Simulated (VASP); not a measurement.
Energy against volume of MgSe (rock salt). Level of theory: MS2 meta-GGA, VASP's PBE PAW potentials (set 64) (plane waves; VASP). Settings: 520 eV cut-off, 8×8×8 Γ-centred mesh, Gaussian smearing of 0.050 eV, potentials Mg Se.

```json
[
 {"V (Å³/atom)": "19.632", "E (eV/atom)": "-6.07513"},
 {"V (Å³/atom)": "20.239", "E (eV/atom)": "-6.07924"},
 {"V (Å³/atom)": "20.846", "E (eV/atom)": "-6.07560"},
 {"V (Å³/atom)": "21.453", "E (eV/atom)": "-6.06532"}
]
```

### Question
Fit these four points and predict the energy of the run at 19.025 Å³/atom.

### Answer
A cubic in V^(−2/3), the third-order Birch-Murnaghan form, passes through the four points with V0 = 20.24 Å³/atom and B0 = 68 GPa, and gives -6.0620 eV/atom there. The run gave -6.0620 eV/atom, -0.0 meV/atom from the fit; all five points give B0 = 68 GPa.

The compound is MgSe in the rock salt structure. It was relaxed first.
